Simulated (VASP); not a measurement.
The cell holds one CaO (rock salt) (110) slab, with vacuum along c, ions free to move until forces fall under 0.03 eV/Å, no reconstruction beyond this cell, dipole correction on. Ionisation potential and electron affinity count from the cell's own band edges, surface states included.

Input:

```
CELL_PARAMETERS angstrom
      3.37718     0.00000     0.00000
      0.00000     4.77606     0.00000
      0.00000     0.00000    25.02571
ATOMIC_POSITIONS crystal
  Ca 0.00000 0.00000 0.33488
  Ca 0.50000 0.50000 0.39577
  Ca 0.00000 0.00000 0.46721
  Ca 0.50000 0.50000 0.53279
  Ca 0.00000 0.00000 0.60423
  Ca 0.50000 0.50000 0.66512
  O  0.50000 0.00000 0.39431
  O  0.00000 0.50000 0.33664
  O  0.50000 0.00000 0.53130
  O  0.00000 0.50000 0.46870
  O  0.50000 0.00000 0.66336
  O  0.00000 0.50000 0.60569
```

The numbers are results of PBEsol GGA, VASP's PBE PAW potentials (set 64) (plane waves; VASP), not measurements. Numerical set-up: 450 eV cut-off, 6×4×1 Γ-centred mesh, Gaussian smearing of 0.050 eV, potentials Ca_sv O.

Slab and bulk use different k-meshes, so the surface energy is good to a few per cent at best.

Predict its surface energy, ionisation potential, electron affinity, band gap (on the k-mesh).

The surface energy comes out as 99 meV/Å², the ionisation potential is 3.66 eV and the electron affinity is 1.31 eV. The band gap (on the k-mesh) comes out as 2.35 eV.

The cell is a thin slab with vacuum, built from CaO (rock salt): (110) face.
